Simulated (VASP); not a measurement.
A VASP calculation is set up with these files.

File KPOINTS:
```
Automatic
0
gamma
7 7 7
```

### POSCAR
```
CaS
1
   -0.0000000000     2.8583397837     2.8583397837
    2.8583397837    -0.0000000000     2.8583397837
    2.8583397837     2.8583397837    -0.0000000000
Ca S
1 1
Direct
  0.0000000000   0.0000000000   0.0000000000
  0.5000000000   0.5000000000   0.5000000000
```

**INCAR**
```
ALGO = Normal
EDIFF = 1E-6
ENCUT = 520
GGA = PE
ISMEAR = 0
LASPH = .TRUE.
LCHARG = .TRUE.
LREAL = .FALSE.
LWAVE = .FALSE.
NELM = 100
PREC = Accurate
SIGMA = 0.05
SYSTEM = CaS
```

POTCAR, in this order: Ca_sv S (PBE.64 set). Program: vasp_std.

Task: Write an equivalent input for Quantum ESPRESSO's pw.x.

Result: One equivalent input (not run):
```
&CONTROL
  calculation = 'scf'
  pseudo_dir = './pseudo'
  outdir = './out'
  tprnfor = .true.
  tstress = .true.
/
&SYSTEM
  ibrav = 0
  nat = 2
  ntyp = 2
  ecutwfc = 68
  occupations = 'smearing'
  smearing = 'gaussian'
  degauss = 0.003675
  input_dft = 'pbe'
/
&ELECTRONS
  conv_thr = 7.3e-08
  electron_maxstep = 100
/
ATOMIC_SPECIES
  Ca 40.078 Ca.upf
  S 32.060 S.upf
CELL_PARAMETERS angstrom
    -0.0000000    2.8583398    2.8583398
     2.8583398   -0.0000000    2.8583398
     2.8583398    2.8583398   -0.0000000
ATOMIC_POSITIONS crystal
  Ca   0.0000000  0.0000000  0.0000000
  S    0.5000000  0.5000000  0.5000000
K_POINTS automatic
  7 7 7 0 0 0
```
Limits of the translation: the potentials are each code's own (VASP's PAW set, PseudoDojo norm-conserving files in pw.x), so ENCUT and ecutwfc are chosen apart and not converted; conv_thr bounds pw.x's estimated SCF error, while EDIFF bounds the energy change between steps.

The compound is CaS in the rock salt structure. It was relaxed first.
